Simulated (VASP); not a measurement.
Consider the following.

```yaml
crystal:
  lattice:
    - [1.36773, -2.36898, 0.00000]
    - [1.36773, 2.36898, 0.00000]
    - [0.00000, 0.00000, 4.31852]
  atoms:
    - { symbol: Os, position: [0.33333, 0.66667, 0.25000] }
    - { symbol: Os, position: [0.66667, 0.33333, 0.75000] }
```

The numbers are results of PBE GGA with D3 dispersion (zero damping), VASP's PBE PAW potentials (set 64) (plane waves; VASP 6.6.1), not measurements. Numerical set-up: 520 eV cut-off, Gaussian smearing of 0.050 eV, potentials Os.

Unless said otherwise, spin-orbit coupling is left out, though it shifts the bands of the heavy elements here.

Question: What does the run give for the band gap (along the path) with the smallest direct gap where there is one?

Answer: 
The band gap (along the path) is none (metal, semimetal or under 0.01 eV).

The compound is Os in the hcp structure. It was relaxed first.
